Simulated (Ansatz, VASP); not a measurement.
# Cross-check of Si2W between VASP and Ansatz

Aim: how closely do two programs agree when they are given the same cell, functional and k mesh? The cell is taken from a series of runs on this material, whose earlier steps may have relaxed, scaled, displaced or heated it; both programs get it as it stands.

Method: plane waves, with VASP 6.6.1 beside it; zone-centre phonons at PBEsol, in Ansatz 0.2.0.

## (1) Starting point

Symmetry: I4/mmm, No. 139, tetragonal system. The conventional cell has a = 3.209 Å, b = 3.209 Å, c = 7.738 Å, α = 90.00°, β = 90.00°, γ = 90.00°. Nearest to Si lie 5 Si at 2.56 to 2.62 Å and 5 W at 2.59 to 2.61 Å. Nearest to W lie 10 Si at 2.59 to 2.61 Å. Farther neighbours are not listed.

## (2) Ansatz: zone-centre phonons, PBEsol

Ansatz runs on its PAW soft_1 files.

Second derivatives magnify differences that forces hide, and they need a tight electronic threshold.

The input, input.yaml:

```yaml
crystal:
  lattice:
    - [-1.6043100158, 1.6043100158, 3.8688787525]
    - [1.6043100158, -1.6043100158, 3.8688787525]
    - [1.6043100158, 1.6043100158, -3.8688787525]
  atoms:
    - { symbol: Si, position: [0.3344073639, 0.3344073639, 0.0] }
    - { symbol: Si, position: [0.6655926361, 0.6655926361, 0.0] }
    - { symbol: W, position: [0.0, 0.0, 0.0] }
kpoints:
  mp_grid: { grid: [20, 20, 20] }
hamiltonian:
  xc: pbesol
  pseudopotentials: { kind: paw, azcp: { folder: soft_1 }, xc_functional: pbe }
scf:
  occupations: { method: methfessel_paxton, width: 0.2 }
output:
  eigenvalues: true
phonons:
  method: dfpt
```

Started as:

```bash
$ ansatz run input.yaml --threads 4 --pin off --max-ram 10240MiB --backend cpu --events-out ev --progress --plain --runs-dir out
```

Numbers of over 12 decimals in the logs are rounded to 6 here.

The log of the run:

```text
zone centre: on kpoints.mp_grid the ground state, and the responses unless they are solved on pairs of k-points, stand on 1166 of the mesh's 8000 k-points, reduced under 4 symmetry operations, with k and −k counted as one. Each operation leaves every solved displacement unchanged or reverses it
Engine: ansatz 0.2.0, aarch64-unknown-linux-gnu
Pseudopotentials: kind: paw
Pseudopotential: Si, paw, valence charge 4, recommended cutoff 420 eV (normal), soft_1/Si.paw.azcp
Pseudopotential: W, paw, valence charge 14, recommended cutoff 420 eV (normal), soft_1/W.paw.azcp
Functional definition: PBEsol
  exchange = pbesol_x
  correlation = pbesol_c
Crystal: 3 atoms, lattice volume = 39.831 Å³
Basis set: ecut = 420 eV, 761 PW (Γ), exchange–correlation on 60×60×60 points (8 copies of the dense FFT grid, shifted against one another)
Bands: 15, of which v1, the nominal top of the filled ones, is band 11 counted from 1 (10 counted from 0)
Symmetry: 16 space group operations
k-points: 1166 of 8000 (irreducible under 4 space group operations, time reversal used)
Non-local potential: Si, projectors of the file, l = 0: 2, l = 1: 2, l = 2: 1
Non-local potential: W, projectors of the file, l = 0: 3, l = 1: 2, l = 2: 2, l = 3: 1
PAW form: soft (Blöchl's): semilocal exchange-correlation on the pseudo side does not see the compensation charge
PAW frozen core: Si, regenerated for the run's functional, and the local potential with it (the file was generated under x = pbe(κ = 0.804, μ = 0.219515), c = pbe(β = 0.066725))
PAW frozen core: W, regenerated for the run's functional, and the local potential with it (the file was generated under x = pbe(κ = 0.804, μ = 0.219515), c = pbe(β = 0.066725))
PAW one-centre angular grid: Si, 110 points (default); XC on 64 Gauss nodes
PAW one-centre angular grid: W, 590 points (default); XC on 64 Gauss nodes
Initial density: superposition of atomic densities (chi_scale 0.1, normalization cell, long waves kept (reshape's long-wave potential 0.00 eV rms))
Initial wavefunctions: pseudopotential atomic-orbital guess
Functional: x = pbesol(κ = 0.804, μ = 0.123457), c = pbesol(β = 0.046)
SCF iter   1: F=—  HF=-11502.235010 eV  |F-HF|=—  |Δ(HF+E_count)|=         —  Δρ=5.00e-2  dr2=9.73e-1  ethr=3.10e-3  ⟨swp⟩=5.3  Hψ=102058  notcnv=0
preconditioner: auto → Kerker (q_TF=auto, 2.471 Å⁻¹)  [metal: Δε(μ)=0.031 eV  Ē_g=8.386 eV  σ=0.200 eV  W_gap=0.13  n_scr=10 (ndim 8)  ℏωp=22.0 eV  f_vac=0.000  D(μ)=0.22/eV (n_scr^D=0)]
SCF iter   2: F=—  HF=-11501.986774 eV  |F-HF|=—  |Δ(HF+E_count)|=   2.48e-1  S|Δr|=    0.00e0  Δρ=2.68e-2  dr2=2.19e-1  ethr=3.10e-3  ⟨swp⟩=2.2  Hψ=32018  notcnv=0
SCF iter   3: F=—  HF=-11501.909024 eV  |F-HF|=—  |Δ(HF+E_count)|=   7.78e-2  S|Δr|=    0.00e0  Δρ=6.48e-3  dr2=1.33e-2  ethr=9.94e-4  ⟨swp⟩=2.7  Hψ=31017  notcnv=0
SCF iter   4: F=—  HF=-11501.904106 eV  |F-HF|=—  |Δ(HF+E_count)|=   4.92e-3  S|Δr|=    0.00e0  Δρ=5.10e-4  dr2=5.72e-5  ethr=6.06e-5  ⟨swp⟩=2.7  Hψ=26910  notcnv=0
SCF iter   5: F=—  HF=-11501.904086 eV  |F-HF|=—  |Δ(HF+E_count)|=   2.01e-5  S|Δr|=    0.00e0  Δρ=5.95e-5  dr2=1.08e-6  ethr=2.60e-7  ⟨swp⟩=2.2  Hψ=27021  notcnv=0
SCF iter   6: F=—  HF=-11501.904088 eV  |F-HF|=—  |Δ(HF+E_count)|=   2.06e-6  S|Δr|=    0.00e0  Δρ=1.00e-5  dr2=3.75e-8  ethr=4.90e-9  ⟨swp⟩=2.5  Hψ=25287  notcnv=0
SCF iter   7: F=—  HF=-11501.904088 eV  |F-HF|=—  |Δ(HF+E_count)|=   4.81e-9  S|Δr|=    0.00e0  Δρ=1.65e-6  dr2=1.43e-9  ethr=1.71e-10  ⟨swp⟩=2.3  Hψ=26355  notcnv=0
SCF iter   8: F=—  HF=-11501.904088 eV  |F-HF|=—  |Δ(HF+E_count)|=  3.44e-10  S|Δr|=    0.00e0  Δρ=2.71e-7  dr2=3.36e-11  ethr=6.50e-12  ⟨swp⟩=2.2  Hψ=25234  notcnv=0
SCF iter   9: F=-11501.904088 eV  HF=-11501.904088 eV  |F-HF|=5.46e-12  |Δ(HF+E_count)|=  1.27e-11  S|Δr|=    0.00e0  Δρ=3.18e-8  dr2=5.74e-13  ethr=1.00e-12  ⟨swp⟩=5.2  Hψ=73201  notcnv=0
SCF 1 converged in 9 iterations: F = -11501.904088 eV  dr2 = 5.74e-13
  greatest PAW one-centre occupation: 0.999 electrons in one spin orbital (limit 2), on the W atom at site 2 (counted from 0), in its partial waves of l = 0
DFPT response loops at Γ: preconditioner auto → Kerker (q_TF=auto, 2.471 Å⁻¹) (partly filled bands, converged f_vac=0.000); β = 1.00, the filter's whole step (`scf.mixing.beta` (0.50) is not read by the response loops under this deck's `scf.mixing.preconditioner`; to damp them name `kerker` or `kerker_dos`, under which they read `scf.mixing.beta`, and type it under 1.00, their step now; both keys bind the ground state too); Broyden in place of MSR1
SCF converged after 9 iterations
Stability not checked: this state was not tested for a lower state beside it, because cold or Methfessel-Paxton smearing, or corrected tetrahedra, fill the levels in a way that the test cannot read (fill_not_monotonic; see scf.lower_state_search)
Free energy (F): -11501.904088 eV
Harris-Foulkes:  -11501.904088 eV  (|F-HF|=5.46e-12)
Internal energy: -11501.905103 eV  (E = F + TS)
E sigma→0 (E₀):  -11501.904342 eV
Entropy (-TS):   0.001015 eV (0.338 meV/atom)
Fermi energy:    16.789282 eV
--- Per-component energies (eV) ---
  E_band       = -78.549872
  E_kinetic    = 514.494872
  E_local      = -875.341601  (includes V_loc(G=0)·N_el)
  E_nonlocal   = 21.328324
  E_hartree    = 381.203278
  E_xc         = -383.161475
  E_vxc        = -333.918828  (∫ρ·V_xc dr)
  E_paw        = -9446.754244  (= ΣΔE_a)
  E_vpaw       = -167.519375  (= ΣTr[D̂ρ^β])
  E_aug_tail   = 0.000205  (compensation charges beyond the density's cutoff)
  E_ewald      = -1713.959442
  E_core_change = 0.284979  (= ΣΔE_core)
  E_smearing   = 0.001015  (= −TS)
  E_closure    = -0.000000  (closes the sum)
  Σ components = -11501.904088   (vs F -11501.904088, Δ=0.00e0)
--- Band table (eV; the first three rows and the last of 1166) ---
  k-point 0: bands = [... 7 lower, 13.4298, 13.8961, 13.8961, 17.4026, 19.6291, 19.6825, 19.9062, 19.9062]
  k-point 1: bands = [... 7 lower, 13.4488, 13.6798, 14.2984, 16.9727, 19.5080, 19.9481, 19.9702, 19.9861]
  k-point 2: bands = [... 7 lower, 13.1455, 13.5085, 14.8274, 16.0014, 19.3116, 20.1435, 20.1635, 20.5471]
  k-point 1165: bands = [... 7 lower, 14.1697, 15.9364, 15.9364, 16.3332, 16.3332, 17.5962, 21.5930, 21.9641]
--- Phonons (Γ-DFPT): 4 representative perturbations + reference, on 1166 of 8000 k-points (Σ response iterations 12) ---
  k mesh reduced under 4 symmetry operations, with k and −k counted as one. Each operation leaves every solved displacement unchanged or reverses it
  ASR residual: 1.263e-5 → 0.000e0 eV/Å²; symmetrization residual: 1.527e-6 eV/Å²
  ASR residual per site (eV/Å²): 7.70e-6 7.70e-6 1.26e-5
  Γ frequencies (cm⁻¹): 0.00 0.00 0.00 262.86 262.86 317.21 342.68 342.68 463.87
  non-analytic LO–TO correction: not included (Born effective charges unavailable; polar crystals: no LO–TO splitting at Γ)
```

(Part 1 of 2 ends here.)

[Lines on the potential files, build, host, timing and source positions are cut from VASP's logs without a mark.]

[Logs are printed without paths, hosts, clocks, repeated set-up lines and the standing remarks that a program may print on its own settings, such as how far it seeks lower states.]

[Hosts, paths, dates, database ids (printed as entryN), source tags and the programs' standing remarks are cut or masked in the printed files.]
